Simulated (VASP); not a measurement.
```
AlGaN2
1.0
    3.14217     0.00000     0.00000
    0.00000     3.14217     0.00000
    0.00000     0.00000     4.42084
Al Ga N
1 1 2
Direct
  0.50000   0.50000   0.50000
  0.00000   0.00000   0.00000
  0.50000   0.00000   0.73982
  0.00000   0.50000   0.26018
```

The numbers are results of PBEsol GGA with spin-orbit coupling, VASP's PBE PAW potentials (set 64) (plane waves; VASP 6.6.1), not measurements. Run with 520 eV cut-off, 6×6×5 Γ-centred mesh, Gaussian smearing of 0.050 eV, potentials Al Ga_d N.

**Question.** What does the run give for the energy per atom (σ→0), band gap (over mesh and band path) with the smallest direct gap where there is one?

**Answer.** 
| Quantity | Value |
|---|---|
| band gap (over mesh and band path) | 2.80 eV |
| smallest direct gap (over mesh and band path) | 2.80 eV |
| energy per atom (σ→0) | -7.183 eV/atom |

The absolute energy has meaning only against runs of the same code, potentials and settings.

The structure comes from a computed database's AlGaN2 entry (P-4m2); how it stands against other phases isn't given here. It was relaxed first.
